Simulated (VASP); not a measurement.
Level of theory: PBEsol GGA, VASP's PBE PAW potentials (set 64) (plane waves; VASP).

VASP input:

INCAR:
```
! general
SYSTEM =LaCu2
PREC   =Accurate
ENCUT  =300
LREAL  =.False.   ! projection in real space or not
LASPH  =.True.   ! aspherical one-centre terms

! electronic loop
EDIFF  =1E-6
NELM   =100
ALGO   =Normal   ! blocked Davidson
LMAXMIX=6

! smearing
ISMEAR =-1
SIGMA  =0.1   ! width (eV)

! functional
GGA    =PS   ! PBEsol

! ions
ISIF   =2   ! forces and stress, cell fixed

! output
LWAVE  =.False.
LCHARG =.False.
```

File KPOINTS:
```
Automatic mesh
0
Gamma
6 6 6
0 0 0
```

POSCAR:
```
LaCu2
1
    4.3450000000     0.0000000000     0.0000000000
   -2.1725000000     3.7628800000     0.0000000000
    0.0000000000     0.0000000000     3.8190000000
La Cu
1 2
Direct
  0.0000000000   0.0000000000   0.0000000000
  0.3333330000   0.6666670000   0.5000000000
  0.6666670000   0.3333330000   0.5000000000
```

POTCAR, in this order: La Cu (PBE.64 set). Program: vasp_std.

The run wrote:

### OUTCAR
```
 ion  position               nearest neighbor table
   1  0.000  0.000  0.000-   2 3.15   3 3.15   2 3.15   3 3.15   2 3.15   2 3.15   3 3.15   3 3.15
                             3 3.15   3 3.15   2 3.15   2 3.15
   2  0.333  0.667  0.500-   3 2.51   3 2.51   3 2.51   1 3.15   1 3.15   1 3.15   1 3.15   1 3.15
                             1 3.15
   3  0.667  0.333  0.500-   2 2.51   2 2.51   2 2.51   1 3.15   1 3.15   1 3.15   1 3.15   1 3.15
                             1 3.15
  LATTYP: Found a hexagonal cell.
 ALAT       =     4.3450000000
 C/A-ratio  =     0.8789413119
 Subroutine PRICEL returns:
 Original cell was already a primitive cell.
 Subroutine GETGRP returns: Found 24 space group operations
The static configuration has the point symmetry D_6h.
The dynamic configuration has the point symmetry D_6h.
 Subroutine INISYM returns: Found 24 space group operations
 Subroutine IBZKPT returns following result:
 Found     28 irreducible k-points:

 Following reciprocal coordinates:
            Coordinates               Weight
  0.000000  0.000000  0.000000      1.000000
  0.166667  0.000000  0.000000      6.000000
  0.333333 -0.000000  0.000000      6.000000
  0.500000 -0.000000  0.000000      3.000000
  0.166667  0.166667  0.000000      6.000000
  0.333333  0.166667  0.000000     12.000000
  0.333333  0.333333  0.000000      2.000000
  0.000000  0.000000  0.166667      2.000000
  0.166667  0.000000  0.166667     12.000000
  0.333333 -0.000000  0.166667     12.000000
  0.500000 -0.000000  0.166667      6.000000
  0.166667  0.166667  0.166667     12.000000
  0.333333  0.166667  0.166667     24.000000
  0.333333  0.333333  0.166667      4.000000
  0.000000  0.000000  0.333333      2.000000
  0.166667  0.000000  0.333333     12.000000
  0.333333 -0.000000  0.333333     12.000000
  0.500000 -0.000000  0.333333      6.000000
  0.166667  0.166667  0.333333     12.000000
...
```

### OSZICAR
```
       N       E                     dE             d eps       ncg     rms          rms(c)
DAV:   1     0.223433718725E+03    0.22343E+03   -0.89181E+03  1136   0.168E+03
DAV:   2     0.168300050987E+02   -0.20660E+03   -0.19782E+03  1400   0.341E+02
DAV:   3    -0.143549865697E+02   -0.31185E+02   -0.29927E+02  1768   0.151E+02
DAV:   4    -0.182680803514E+02   -0.39131E+01   -0.36118E+01  2200   0.467E+01
DAV:   5    -0.187482796786E+02   -0.48020E+00   -0.44081E+00  1896   0.142E+01    0.241E+01
DAV:   6    -0.260648651381E+02   -0.73166E+01   -0.27084E+02  1424   0.346E+02    0.214E+01
DAV:   7    -0.162667536969E+02    0.97981E+01   -0.80458E+01  1388   0.140E+02    0.732E+00
DAV:   8    -0.156151212439E+02    0.65163E+00   -0.50542E+00  1896   0.257E+01    0.578E+00
DAV:   9    -0.144454800968E+02    0.11696E+01   -0.41151E+00  1760   0.326E+01    0.966E-01
DAV:  10    -0.146361363561E+02   -0.19066E+00   -0.23186E+00  2172   0.161E+01    0.274E+00
DAV:  11    -0.144918069242E+02    0.14433E+00   -0.62465E-01  2064   0.118E+01    0.858E-01
DAV:  12    -0.145052090112E+02   -0.13402E-01   -0.38268E-02  1840   0.258E+00    0.106E+00
DAV:  13    -0.144847410473E+02    0.20468E-01   -0.78980E-02  1856   0.479E+00    0.182E-01
DAV:  14    -0.144852287602E+02   -0.48771E-03   -0.12463E-02  1956   0.925E-01    0.852E-02
DAV:  15    -0.144852829844E+02   -0.54224E-04   -0.72658E-04  1936   0.294E-01    0.602E-02
DAV:  16    -0.144852383706E+02    0.44614E-04   -0.11424E-04  1752   0.188E-01    0.262E-02
DAV:  17    -0.144852291758E+02    0.91948E-05   -0.68578E-05  2072   0.113E-01    0.450E-03
DAV:  18    -0.144852298373E+02   -0.66151E-06   -0.73116E-06  1732   0.236E-02
   1 F= -.14485230E+02 E0= -.14456768E+02  d E =-.569243E-01
```

OUTCAR:
```
------------------------ aborting loop because EDIFF is reached ----------------------------------------
  FORCE on cell =-STRESS in cart. coord.  units (eV):
  Direction    XX          YY          ZZ          XY          YZ          ZX
  --------------------------------------------------------------------------------------
  Total       -1.8203415     -1.8203411     -1.6259187      0.0000000      0.0000000      0.0000000
  in kB      -46.7093300    -46.7093206    -41.7205081      0.0000000      0.0000000      0.0000000
  external PRESSURE =     -45.0463863 kB  Pullay stress =       0.0000000 kB
  volume of cell :       62.44
      direct lattice vectors                 reciprocal lattice vectors
     4.345000000  0.000000000  0.000000000     0.230149597  0.132876945  0.000000000
    -2.172500000  3.762880000  0.000000000     0.000000000  0.265753891  0.000000000
     0.000000000  0.000000000  3.819000000     0.000000000  0.000000000  0.261848651
 POSITION                                       TOTAL-FORCE (eV/Angst)
 -----------------------------------------------------------------------------------
      0.00000      0.00000      0.00000         0.000000      0.000000      0.000000
     -0.00000      2.50859      1.90950        -0.000000      0.000000      0.000000
      2.17250      1.25429      1.90950         0.000000      0.000000      0.000000
 -----------------------------------------------------------------------------------
    total drift:                                0.000000      0.000000      0.000000
  FREE ENERGIE OF THE ION-ELECTRON SYSTEM (eV)
  ---------------------------------------------------
  free  energy   TOTEN  =       -14.4852298373 eV

  energy  without entropy=      -14.4283055468  energy(sigma->0) =      -14.45676769
```
(Selected blocks of OUTCAR.)

At this cut-off the stress carries a Pulay error, which pulls relaxed volumes low.

The structure comes from a measured LaCu2 entry of the Crystallography Open Database, whose conditions weren't checked. The cell was not relaxed at this level. The run is one of a series of settings (GGA = PS, POTCAR La Cu (PBE.64 set) against the base run), some of them coarse on purpose. The electron count is odd and the run is not spin-polarised, which forces a metal.
